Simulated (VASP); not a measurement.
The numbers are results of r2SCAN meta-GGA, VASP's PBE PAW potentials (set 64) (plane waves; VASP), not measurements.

The input files of a VASP run:

### INCAR
```
LWAVE=.False.
ISMEAR=0   # Gaussian
METAGGA=R2SCAN
LMAXMIX=6   # l cut-off of mixed one-centre charges
NELM=100
IBRION=2
NSW=60   # most ionic steps
ISIF=3   # ions, shape and volume
LASPH=.True.   # aspherical one-centre terms
LCHARG=.False.
SIGMA=0.05   # width (eV)
SYSTEM=La2O3
ENCUT=520
EDIFFG=-0.02
PREC=Accurate
ALGO=Normal   # blocked Davidson
LMIXTAU=.True.
EDIFF=1E-6   # SCF stop (eV)
LREAL=.False.   # projection in real space or not
```

KPOINTS:
```
kpoints
0
G
 6 6 4
```

### POSCAR
```
La2O3
1
    1.9491290206    -3.3759904061     0.0000000000
    1.9491290206     3.3759904061    -0.0000000000
   -0.0000000000    -0.0000000000     6.0579462875
La O
2 3
Direct
  0.3333330000   0.6666670000   0.2456728687
  0.6666670000   0.3333330000   0.7543271313
  0.0000000000   0.0000000000   0.0000000000
  0.3333330000   0.6666670000   0.6459472137
  0.6666670000   0.3333330000   0.3540527863
```

POTCAR, in this order: La O (PBE.64 set). Program: vasp_std.

**Question.** What will the output report for the number of irreducible k-points (NKPTS), number of bands (NBANDS), largest plane-wave count, number of space-group operations, FFT grid (NGX, NGY, NGZ)?

**Answer.** 
```json
{
 "number of irreducible k-points (NKPTS)": "24",
 "number of bands (NBANDS)": "24",
 "largest_plane_wave_count": "2189",
 "number_of_space_group_operations": "12",
 "FFT grid (NGX, NGY, NGZ)": "30 × 30 × 48"
}
```

The compound is La2O3 in the a-type structure. This run relaxes it. Symmetry was kept, so distortions that lower it aren't found. The start is the result of an earlier pass.
